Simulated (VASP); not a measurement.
HfO2 (fluorite) is relaxed at rising pressure, each step from the one before. Symmetry mostly holds the structure type, and other phases were not tried. The mesh follows the cell, and a change of mesh leaves a small step in the series.

Data:

```xyz
3
Lattice="0.0000 2.5159 2.5159 2.5159 0.0000 2.5159 2.5159 2.5159 0.0000" Properties=species:S:1:pos:R:3 pbc="T T T"
Hf     0.0000     0.0000     0.0000
O      1.2580     1.2580     1.2580
O      3.7739     3.7739     3.7739
```

All values below come from r2SCAN meta-GGA, VASP's PBE PAW potentials (set 64) (plane waves; VASP). Numerical set-up: 620 eV cut-off, 8×8×8 Γ-centred mesh, Gaussian smearing of 0.050 eV, potentials Hf_pv O.

Unless said otherwise, spin-orbit coupling is left out, though it shifts the bands of the heavy elements here.

| P (GPa) | V (Å³/atom) | H − H(0) (eV/atom) | space group | gap on the mesh (eV) | k-mesh |
|---|---|---|---|---|---|
| 0 | 10.62 | 0.000 | Fm-3m | 4.36 | 8×8×8 |
| 5 | 10.44 | 0.329 | Fm-3m | 4.42 | 8×8×8 |
| 10 | 10.27 | 0.653 | Fm-3m | 4.46 | 8×8×8 |
| 20 | 9.97 | 1.285 | Fm-3m | 4.55 | 8×8×8 |
| 30 | 9.71 | 1.900 | Fm-3m | 4.63 | 8×8×8 |
| 45 | 9.38 | 2.794 | Fm-3m | 4.73 | 8×8×8 |

Pressures at which the relaxation failed are left out.

The compound is HfO2 in the fluorite structure, the high-temperature cubic form, which is unstable at 0 K; the monoclinic form is the stable one.
